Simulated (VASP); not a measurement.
These are PBE GGA, VASP's PBE PAW potentials (set 64) (plane waves; VASP) values and carry that method's errors.

VASP input:

### INCAR
```
ALGO  =  Normal
EDIFF  =  1E-6
EDIFFG  =  -0.01
ENCUT  =  530
GGA  =  PE
IBRION  =  2
ISIF  =  3
ISMEAR  =  0
LASPH  =  .TRUE.
LCHARG  =  .FALSE.
LMAXMIX  =  4
LREAL  =  .FALSE.
LWAVE  =  .FALSE.
NELM  =  100
NSW  =  60
PREC  =  Accurate
SIGMA  =  0.05
SYSTEM  =  SrO
```

File KPOINTS:
```
Automatic mesh
0
gamma
 8 8 8
0 0 0
```

**POSCAR**
```
SrO
1
   -0.0000000000     2.6025842496     2.6025842496
    2.6025842496     0.0000000000     2.6025842496
    2.6025842496     2.6025842496    -0.0000000000
Sr O
1 1
Direct
  0.0000000000   0.0000000000   0.0000000000
  0.5000000000   0.5000000000   0.5000000000
```

POTCAR, in this order: Sr_sv O (PBE.64 set). Program: vasp_std.

What VASP printed:

**OSZICAR**
```
       N       E                     dE             d eps       ncg     rms          rms(c)
DAV:   1     0.823631162436E+02    0.82363E+02   -0.89874E+03   696   0.134E+03
DAV:   2    -0.100733701474E+02   -0.92436E+02   -0.84536E+02   928   0.253E+02
DAV:   3    -0.141550696118E+02   -0.40817E+01   -0.40521E+01   916   0.517E+01
DAV:   4    -0.142526623274E+02   -0.97593E-01   -0.97563E-01   928   0.754E+00
DAV:   5    -0.142538637832E+02   -0.12015E-02   -0.12014E-02   920   0.785E-01    0.157E+01
DAV:   6    -0.121804431046E+02    0.20734E+01   -0.10633E+01   808   0.240E+01    0.189E+01
DAV:   7    -0.120613210658E+02    0.11912E+00   -0.63069E-01   856   0.696E+00    0.107E+01
DAV:   8    -0.120535386929E+02    0.77824E-02   -0.13989E-01   740   0.418E+00    0.780E-01
DAV:   9    -0.120543372619E+02   -0.79857E-03   -0.13232E-02   968   0.962E-01    0.224E-01
DAV:  10    -0.120550438036E+02   -0.70654E-03   -0.10779E-03   744   0.336E-01    0.612E-02
DAV:  11    -0.120551681578E+02   -0.12435E-03   -0.20461E-04   824   0.125E-01    0.454E-02
DAV:  12    -0.120551847420E+02   -0.16584E-04   -0.26912E-05   760   0.519E-02    0.297E-02
DAV:  13    -0.120551832510E+02    0.14910E-05   -0.37687E-06   884   0.234E-02    0.265E-03
DAV:  14    -0.120551830164E+02    0.23464E-06   -0.42076E-07   408   0.671E-03
   1 F= -.12055183E+02 E0= -.12055183E+02  d E =-.120552E+02
```

OUTCAR:
```
------------------------ aborting loop because EDIFF is reached ----------------------------------------
  FORCE on cell =-STRESS in cart. coord.  units (eV):
  Direction    XX          YY          ZZ          XY          YZ          ZX
  --------------------------------------------------------------------------------------
  Total        0.0022856      0.0022856      0.0022856      0.0000000     -0.0000000      0.0000000
  in kB        0.1038664      0.1038664      0.1038664      0.0000000     -0.0000000      0.0000000
  external PRESSURE =       0.1038664 kB  Pullay stress =       0.0000000 kB
  volume of cell :       35.26
      direct lattice vectors                 reciprocal lattice vectors
     0.000000000  2.602584250  2.602584250    -0.192116739  0.192116739  0.192116739
     2.602584250  0.000000000  2.602584250     0.192116739 -0.192116739  0.192116739
     2.602584250  2.602584250  0.000000000     0.192116739  0.192116739 -0.192116739
  FREE ENERGIE OF THE ION-ELECTRON SYSTEM (eV)
  ---------------------------------------------------
  free  energy   TOTEN  =       -12.0551830164 eV

  energy  without entropy=      -12.0551830164  energy(sigma->0) =      -12.05518302

 reached required accuracy - stopping structural energy minimisation
```
(Selected blocks of OUTCAR.)

OUTCAR:
```
 val. band max:        1.4941663963   @ k =   0.0000   0.0000   0.0000

 cond. band min:       4.7767738787   @ k =   0.5000   0.5000   0.0000


 Fermi energy:         1.7760718813

 k-point     1 :       0.0000    0.0000    0.0000
  band No.  band energies     occupation
      1     -31.0262      2.00000
      2     -13.5498      2.00000
      3     -12.6998      2.00000
      4     -12.6998      2.00000
      5     -12.6998      2.00000
      6       1.4942      2.00000
      7       1.4942      2.00000
      8       1.4942      2.00000
      9       5.2207      0.00000
     10       7.6222      0.00000
     11       7.6222      0.00000
     12       7.6222      0.00000

 k-point     2 :       0.1250    0.0000    0.0000
  band No.  band energies     occupation
      1     -31.0093      2.00000
      2     -13.9243      2.00000
      3     -12.7111      2.00000
      4     -12.7111      2.00000
      5     -12.3681      2.00000
      6       1.0509      2.00000
      7       1.3101      2.00000
      8       1.3101      2.00000
      9       5.9056      0.00000
     10       7.4750      0.00000
     11       7.9152      0.00000
     12       7.9152      0.00000

 k-point     3 :       0.2500    0.0000    0.0000
  band No.  band energies     occupation
      1     -30.9681      2.00000
      2     -14.4729      2.00000
      3     -12.7379      2.00000
      4     -12.7379      2.00000
      5     -11.9228      2.00000
      6       0.2521      2.00000
      7       0.9110      2.00000
      8       0.9110      2.00000
      9       7.3082      0.00000
     10       7.5007      0.00000
     11       8.7085      0.00000
     12       8.7085      0.00000

 k-point     4 :       0.3750    0.0000    0.0000
  band No.  band energies     occupation
      1     -30.9264      2.00000
      2     -14.8746      2.00000
      3     -12.7642      2.00000
      4     -12.7642      2.00000
      5     -11.6248      2.00000
      6      -0.3751      2.00000
...
```

The compound is SrO in the rock salt structure. It was relaxed first. The start is the result of an earlier pass.
